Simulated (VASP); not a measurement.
Input for VASP

File POSCAR:
```
Sr3Ru
6.896650
 -0.3790080691   0.3790080691   0.8442190049
  0.3790080691  -0.3790080691   0.8442190049
  0.3790080691   0.3790080691  -0.8442190049
Sr Ru
3 1
Cart
  0.0000000000   0.0000000000   0.8442190049
  0.0000000000   0.3790080691   0.4221095024
  0.3790080691   0.0000000000   0.4221095024
  0.0000000000   0.0000000000   0.0000000000
```

**KPOINTS**
```
Automatic mesh
0
Gamma
4 4 4
0 0 0
```

INCAR:
```
! general
SYSTEM  = Sr3Ru
PREC    = Accurate
ENCUT   = 300   ! plane-wave cut-off (eV)
LREAL   = F   ! projection in real space or not
LASPH   = T   ! aspherical one-centre terms

! electronic loop
EDIFF   = 1E-6
NELM    = 100   ! most electronic steps
ALGO    = Normal
LMAXMIX = 4

! smearing
ISMEAR  = -1   ! Fermi-Dirac
SIGMA   = 0.05   ! width (eV)

! functional
GGA     = PE

! ions
ISIF    = 2   ! forces and stress, cell fixed

! output
LWAVE   = F
LCHARG  = F
```

POTCAR, in this order: Sr_sv Ru_pv (PBE.64 set). Program: vasp_std.

### Question
Write an equivalent input for Quantum ESPRESSO's pw.x.

### Answer
One equivalent input (not run):
```
&CONTROL
  calculation = 'scf'
  pseudo_dir = './pseudo'
  outdir = './out'
  tprnfor = .true.
  tstress = .true.
/
&SYSTEM
  ibrav = 0
  nat = 4
  ntyp = 2
  ecutwfc = 84
  occupations = 'smearing'
  smearing = 'fermi-dirac'
  degauss = 0.003675
  input_dft = 'pbe'
/
&ELECTRONS
  conv_thr = 7.3e-08
  electron_maxstep = 100
/
ATOMIC_SPECIES
  Sr 87.620 Sr.upf
  Ru 101.070 Ru.upf
CELL_PARAMETERS angstrom
    -2.6138860    2.6138860    5.8222830
     2.6138860   -2.6138860    5.8222830
     2.6138860    2.6138860   -5.8222830
ATOMIC_POSITIONS crystal
  Sr   0.5000000  0.5000000  0.0000000
  Sr   0.7500000  0.2500000  0.5000000
  Sr   0.2500000  0.7500000  0.5000000
  Ru   0.0000000  0.0000000  0.0000000
K_POINTS automatic
  4 4 4 0 0 0
```
Limits of the translation: the potentials are each code's own (VASP's PAW set, PseudoDojo norm-conserving files in pw.x), so ENCUT and ecutwfc are chosen apart and not converted; conv_thr bounds pw.x's estimated SCF error, while EDIFF bounds the energy change between steps.

The structure was generated: Sr3Ru was put into an ordered model structure, which need not be its known phase. The cell was not relaxed at this level. The k-mesh is coarse (spacing up to 0.42 per Å, 2π included), so the numbers may not be converged in it.
